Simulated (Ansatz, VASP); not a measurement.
# Sr3MgSO3 in two plane-wave programs

Wanted: the spread between two codes on one cell, functional and k mesh. The cell is generated by rule, not measured, and may not be a known phase. The cell is taken from a series of runs on this material, whose earlier steps may have relaxed, scaled, displaced or heated it; both programs get it as it stands.

Calculated with Ansatz 0.2.0; plane waves, with VASP 6.6.1 beside it; relaxation of cell and atoms at PBEsol.

The structure was built from a prototype and need not be the compound's stable phase.

## (1) Set-up

It takes space group P4/mmm (No. 123, tetragonal). The conventional cell has a = 3.595 Å, b = 3.595 Å, c = 10.762 Å, α = 90.00°, β = 90.00°, γ = 90.00°. Nearest to Mg lie 4 S at 2.54 Å. Nearest to O lie 5 Sr at 2.54 to 2.59 Å. O has 6 Sr at 2.54 Å nearest. Nearest to S lie 4 Mg at 2.54 Å and 2 Sr at 2.84 Å. Sr has 5 O at 2.54 Å and 1 S at 2.84 Å nearest. Sr has 6 O at 2.54 to 2.59 Å nearest. Farther neighbours and most contacts between anions are not listed.

## (2) VASP: relaxation of cell and atoms, PBEsol

The relaxed volume is the usual yardstick between codes: in a stiff, nearly cubic crystal its relative difference is about their pressure difference at one cell divided by the bulk modulus.

Lines of VASP's logs that name or quote its potential files are left out, and so is its time.

Contents of INCAR:

```
SYSTEM = Sr3MgSO3
PREC = Accurate
ENCUT = 600
EDIFF = 1E-07
NELM = 120
ISMEAR = 0
SIGMA = 0.01
LREAL = .FALSE.
ALGO = Normal
GGA = PS
NBANDS = 36
LORBIT = 11
LWAVE = .FALSE.
LCHARG = .FALSE.
ISIF = 3
IBRION = 2
NSW = 80
EDIFFG = -0.005
LASPH = .TRUE.
GGA_COMPAT = .FALSE.
NELMIN = 4
EFERMI = MIDGAP
KPAR = 2
```

Contents of POSCAR:

```
Sr3MgSO3
1.0
    2.5420180000      2.5420180000      0.0000000000
   -2.5420180000      2.5420180000      0.0000000000
    0.0000000000      0.0000000000     10.7616020000
Mg O S Sr
1 3 1 3
Direct
    0.5000000000      0.5000000000      0.7499999535
    0.5000000000      0.5000000000      0.0091389739
    0.0000000000      0.0000000000      0.2499999535
    0.5000000000      0.5000000000      0.4908609332
    0.0000000000      0.0000000000      0.7499999535
    0.0000000000      0.0000000000      0.0138986742
    0.5000000000      0.5000000000      0.2499999535
    0.0000000000      0.0000000000      0.4861013258
```

Contents of KPOINTS:

```
Automatic mesh
0
Gamma
8 8 2
0 0 0
```

PAW data sets: Mg, O, S and Sr_sv (PBE family, release 64).

On the command line:

```bash
$ mpirun -np 2 vasp_std
```

Numbers of over 12 decimals in the logs are rounded to 6 here.

Log:

```text
[banner, memory and clock lines left out]
running    2 mpi-ranks, on    1 nodes
 distrk:  each k-point on    1 cores,    2 groups
 distr:  one band on    1 cores,    1 groups

 POSCAR found type information on POSCAR MgO S Sr
 POSCAR found :  4 types and       8 ions
|                                                                             |
|               ----> ADVICE to this user running VASP <----                  |
|                                                                             |
|     You enforced a specific xc type in the INCAR file but a different       |
|     [... a line on the potential file left out ...]
|     I HOPE YOU KNOW WHAT YOU ARE DOING!                                     |
|                                                                             |

 LDA part: xc-table for (Slater+PW92), standard interpolation
 POSCAR, INCAR and KPOINTS ok, starting setup
 FFT: planning ... GRIDC
 FFT: planning ... GRID_SOFT
 FFT: planning ... GRID
 WAVECAR not read
 entering main loop
       N       E                     dE             d eps       ncg     rms          rms(c)
DAV:   1     0.376097071830E+03    0.37610E+03   -0.30881E+04  2160   0.163E+03
DAV:   2    -0.240174676024E+02   -0.40011E+03   -0.39055E+03  2808   0.333E+02
DAV:   3    -0.526701393702E+02   -0.28653E+02   -0.28545E+02  3032   0.842E+01
DAV:   4    -0.536791011114E+02   -0.10090E+01   -0.10071E+01  3328   0.135E+01
DAV:   5    -0.537038914451E+02   -0.24790E-01   -0.24788E-01  2880   0.169E+00    0.335E+01
DAV:   6    -0.471490096979E+02    0.65549E+01   -0.38086E+01  2448   0.257E+01    0.396E+01
DAV:   7    -0.470781561994E+02    0.70853E-01   -0.29156E+00  2880   0.715E+00    0.309E+01
DAV:   8    -0.466607372861E+02    0.41742E+00   -0.42188E+00  2472   0.951E+00    0.732E+00
DAV:   9    -0.464123505955E+02    0.24839E+00   -0.78619E-01  2772   0.505E+00    0.261E+00
DAV:  10    -0.464123561533E+02   -0.55579E-05   -0.10656E-01  2708   0.143E+00    0.116E+00
DAV:  11    -0.464093922420E+02    0.29639E-02   -0.72804E-03  3752   0.449E-01    0.703E-01
DAV:  12    -0.464060512874E+02    0.33410E-02   -0.13901E-02  3052   0.668E-01    0.127E-01
DAV:  13    -0.464062176778E+02   -0.16639E-03   -0.24972E-03  2724   0.240E-01    0.111E-01
DAV:  14    -0.464061786570E+02    0.39021E-04   -0.14253E-04  2880   0.652E-02    0.865E-02
DAV:  15    -0.464061632812E+02    0.15376E-04   -0.64245E-05  2764   0.420E-02    0.321E-02
DAV:  16    -0.464061627532E+02    0.52803E-06   -0.75037E-06  3196   0.127E-02    0.160E-02
DAV:  17    -0.464061619436E+02    0.80959E-06   -0.39181E-06  2764   0.968E-03    0.435E-03
DAV:  18    -0.464061618933E+02    0.50286E-07   -0.84536E-07  2968   0.409E-03
   1 F= -.46406162E+02 E0= -.46406162E+02  d E =-.464062E+02
[...]
2 F= -.46406796E+02 E0= -.46406796E+02  d E =-.634569E-03
[...]
3 F= -.46406897E+02 E0= -.46406897E+02  d E =-.734931E-03
[...]
4 F= -.46406922E+02 E0= -.46406922E+02  d E =-.256717E-04
[...]
5 F= -.46406958E+02 E0= -.46406958E+02  d E =-.612411E-04
[...]
6 F= -.46406981E+02 E0= -.46406981E+02  d E =-.228682E-04
[...]
7 F= -.46406998E+02 E0= -.46406998E+02  d E =-.403675E-04
 curvature:  -2.82 expect dE=-0.160E-04 dE for cont linesearch -0.166E-08
 trial: gam= 0.29912 g(F)=  0.518E-05 g(S)=  0.494E-06 ort = 0.158E-06 (trialstep = 0.157E+01)
 search vector abs. value=  0.955E-05
 bond charge predicted
       N       E                     dE             d eps       ncg     rms          rms(c)
DAV:   1    -0.464069958602E+02    0.25725E-05   -0.58325E-03  2220   0.359E-01    0.163E-02
DAV:   2    -0.464070047173E+02   -0.88572E-05   -0.11551E-04  2448   0.487E-02    0.113E-02
DAV:   3    -0.464070035769E+02    0.11404E-05   -0.22341E-06  3412   0.850E-03    0.623E-03
DAV:   4    -0.464070025971E+02    0.97985E-06   -0.17060E-06  2632   0.926E-03    0.176E-03
DAV:   5    -0.464070024871E+02    0.10996E-06   -0.74906E-07  2740   0.492E-03    0.151E-03
DAV:   6    -0.464070024613E+02    0.25835E-07   -0.91993E-08  2000   0.186E-03
   8 F= -.46407002E+02 E0= -.46407002E+02  d E =-.402805E-05
 trial-energy change:   -0.000004  1 .order   -0.000004   -0.000009    0.000000
 step:   1.5256(harm=  1.5256)  dis= 0.00070  next Energy=   -46.407003 (dE=-0.436E-05)
 reached required accuracy - stopping structural energy minimisation
```

Parts of OUTCAR (step 2):

```text
ion  position               nearest neighbor table
   1  0.500  0.500  0.750-   5 2.54   5 2.54   5 2.54   5 2.54   4 2.79   2 2.79   8 3.81   8 3.81
                             8 3.81   8 3.81   6 3.81   6 3.81   6 3.81   6 3.81
   2  0.500  0.500  0.009-   6 2.54   6 2.54   6 2.54   6 2.54   7 2.59   1 2.79
   3  0.000  0.000  0.250-   6 2.54   8 2.54   7 2.54   7 2.54   7 2.54   7 2.54
   4  0.500  0.500  0.491-   8 2.54   8 2.54   8 2.54   8 2.54   7 2.59   1 2.79
   5  0.000  0.000  0.750-   1 2.54   1 2.54   1 2.54   1 2.54   8 2.84   6 2.84
   6  0.000  0.000  0.014-   3 2.54   2 2.54   2 2.54   2 2.54   2 2.54   5 2.84   7 3.59   7 3.59
                             7 3.59   7 3.59   1 3.81   1 3.81   1 3.81   1 3.81   8 5.08
   7  0.500  0.500  0.250-   3 2.54   3 2.54   3 2.54   3 2.54   2 2.59   4 2.59   6 3.59   6 3.59
                             6 3.59   6 3.59   8 3.59   8 3.59   8 3.59   8 3.59
   8  0.000  0.000  0.486-   3 2.54   4 2.54   4 2.54   4 2.54   4 2.54   5 2.84   7 3.59   7 3.59
                             7 3.59   7 3.59   1 3.81   1 3.81   1 3.81   1 3.81   6 5.08

  LATTYP: Found a simple tetragonal cell.
 ALAT       =     3.5949563314
 C/A-ratio  =     2.9935278785

 Subroutine GETGRP returns: Found 16 space group operations
 (whereof  8 operations were pure point group operations)

The static configuration has the point symmetry C_4v.
 The point group associated with its full space group is D_4h.

 Found     30 irreducible k-points:

   k-points           NKPTS =     30   k-points in BZ     NKDIM =     30   number of bands    NBANDS=     36

   dimension x,y,z NGX =    30 NGY =   30 NGZ =   90
   dimension x,y,z NGXF=    60 NGYF=   60 NGZF=  180

   ENCUT  =  600.0 eV  44.10 Ry    6.64 a.u.   7.18  7.18 21.49*2*pi/ulx,y,z

   NELECT =      56.0000    total number of electrons

 k-points in reciprocal lattice and weights: Automatic mesh
   0.00000000  0.00000000  0.00000000       0.008
   0.12500000  0.00000000  0.00000000       0.031
   0.25000000  0.00000000  0.00000000       0.031
   0.37500000  0.00000000  0.00000000       0.031
   0.50000000  0.00000000  0.00000000       0.016
   0.12500000  0.12500000  0.00000000       0.031
   0.25000000  0.12500000  0.00000000       0.062
   0.37500000  0.12500000  0.00000000       0.062
   0.50000000  0.12500000  0.00000000       0.031
[...]
0.50000000  0.37500000  0.50000000       0.031
   0.50000000  0.50000000  0.50000000       0.008

 average (electrostatic) potential at core
       1 -38.5450       2 -70.3052       3 -70.5382       4 -70.3052       5 -87.9331
       6 -35.7237       7 -35.9898       8 -35.7237

 E-fermi :   3.4667

 k-point     1 :       0.0000    0.0000    0.0000
  band No.  band energies     occupation
    ...
     24       1.9174      2.00000
     25       2.0259      2.00000
     26       2.0259      2.00000
     27       2.1077      2.00000
     28       2.1077      2.00000
     29       5.0767      0.00000
     30       5.2535      0.00000
     31       6.3958      0.00000
     32       6.7796      0.00000
     33       6.8276      0.00000
    ...

 k-point     2 :       0.1250    0.0000    0.0000
  band No.  band energies     occupation
    ...
     24       1.7193      2.00000
     25       1.7507      2.00000
     26       1.8500      2.00000
     27       1.8627      2.00000
     28       1.9321      2.00000
     29       5.5851      0.00000
     30       5.7118      0.00000
     31       6.7554      0.00000
     32       7.0743      0.00000
     33       7.4011      0.00000
    ...

 k-point     3 :       0.2500    0.0000    0.0000
  band No.  band energies     occupation
    ...
     24       1.1378      2.00000
     25       1.1957      2.00000
     26       1.4580      2.00000
     27       1.5485      2.00000
     28       1.6646      2.00000
     29       6.3869      0.00000
     30       6.8119      0.00000
     31       7.2317      0.00000
     32       7.5614      0.00000
     33       7.7835      0.00000
    ...

  Total       -0.0030227     -0.0030227      0.0011084      0.0000000     -0.0000000      0.0000000
  in kB       -0.0346869     -0.0346869      0.0127195      0.0000000     -0.0000000      0.0000000
  external PRESSURE =      -0.0188848 kB  Pullay stress =       0.0000000 kB

  energy-cutoff  :      600.00
  volume of cell :      139.62
      direct lattice vectors                 reciprocal lattice vectors
     2.545633486  2.545633486  0.000000000     0.196414764  0.196414764  0.000000000
    -2.545633486  2.545633486 -0.000000000    -0.196414764  0.196414764 -0.000000000
    -0.000000000 -0.000000000 10.772449147    -0.000000000 -0.000000000  0.092829401

 POSITION                                       TOTAL-FORCE (eV/Angst)
 -----------------------------------------------------------------------------------
     -0.00000      2.54563      8.07934        -0.000000      0.000000     -0.000000
     -0.00000      2.54563      0.09178        -0.000000     -0.000000     -0.000105
      2.54563      2.54563      2.69311         0.000000      0.000000     -0.000000
     -0.00000      2.54563      5.29445         0.000000      0.000000      0.000105
     -0.00000     -0.00000      8.07934         0.000000      0.000000     -0.000000
     -0.00000     -0.00000      0.14622         0.000000      0.000000     -0.000703
     -0.00000      2.54563      2.69311         0.000000      0.000000     -0.000000
     -2.54563      2.54563      5.24000        -0.000000     -0.000000      0.000703
 -----------------------------------------------------------------------------------
    total drift:                               -0.000000      0.000000     -0.000732

  FREE ENERGIE OF THE ION-ELECTRON SYSTEM (eV)
  ---------------------------------------------------
  free  energy   TOTEN  =       -46.4070024613 eV

  energy  without entropy=      -46.4070024613  energy(sigma->0) =      -46.40700246

 reached required accuracy - stopping structural energy minimisation

 total charge
# of ion       s       p       d       tot
------------------------------------------
    1        0.134   0.118   0.035   0.287
    2        1.546   3.379   0.000   4.926
    3        1.545   3.414   0.000   4.959
    4        1.546   3.379   0.000   4.926
    5        1.309   2.504   0.000   3.813
    6        2.017   5.786   0.268   8.072
    7        2.017   5.784   0.269   8.069
    8        2.017   5.786   0.268   8.072
--------------------------------------------------
tot         12.132  30.150   0.841  43.123

[... 3 further parts left out ...]
```

CONTCAR:

```
Sr3MgSO3
   1.00000000000000
     2.5456334858950056    2.5456334858950056    0.0000000000000000
    -2.5456334858950056    2.5456334858950056   -0.0000000000000000
    -0.0000000000000000   -0.0000000000000000   10.7724491474226429
  Mg              O               S               Sr
     1     3     1     3
Direct
     0.5000000000000000    0.5000000000000000    0.7499999535000015
     0.5000000000000000    0.5000000000000000    0.0085196414929495
     1.0000000000000000    0.0000000000000000    0.2499999535000015
     0.5000000000000000    0.5000000000000000    0.4914802656070481
     0.0000000000000000    0.0000000000000000    0.7499999535000015
     0.0000000000000000    0.0000000000000000    0.0135738361378078
     0.5000000000000000    0.5000000000000000    0.2499999535000015
     0.0000000000000000    1.0000000000000000    0.4864261638621922
```

(Part 1 of 2 ends here.)

[Lines on the potential files, build, host, timing and source positions are cut from VASP's logs without a mark.]

[Logs are printed without paths, hosts, clocks, repeated set-up lines and the standing remarks that a program may print on its own settings, such as how far it seeks lower states.]

[Hosts, paths, dates, database ids (printed as entryN), source tags and the programs' standing remarks are cut or masked in the printed files.]
